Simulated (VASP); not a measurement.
Given:

```
GdN
1.0
    0.00000     2.49000     2.49000
    2.49000     0.00000     2.49000
    2.49000     2.49000     0.00000
Gd N
1 1
Direct
  0.00000   0.00000   0.00000
  0.50000   0.50000   0.50000
```

Computed with PBE GGA, VASP's PBE PAW potentials (set 64) (plane waves; VASP). Run with 520 eV cut-off, 8×8×8 Γ-centred mesh, Gaussian smearing of 0.050 eV, potentials Gd_3 N.

The 4f electrons are frozen in the core of the lanthanide potential, so 4f levels, which can set the real gap, and their magnetism are missing.

Estimate the energy per atom (σ→0), band gap (on the k-mesh) with the smallest direct gap where there is one.

- band gap (on the k-mesh): none (metal, semimetal or under 0.01 eV)
- energy per atom (σ→0): -8.081 eV/atom

The absolute energy has meaning only against runs of the same code, potentials and settings.

The compound is GdN in the rock salt structure. The cell was not relaxed at this level.
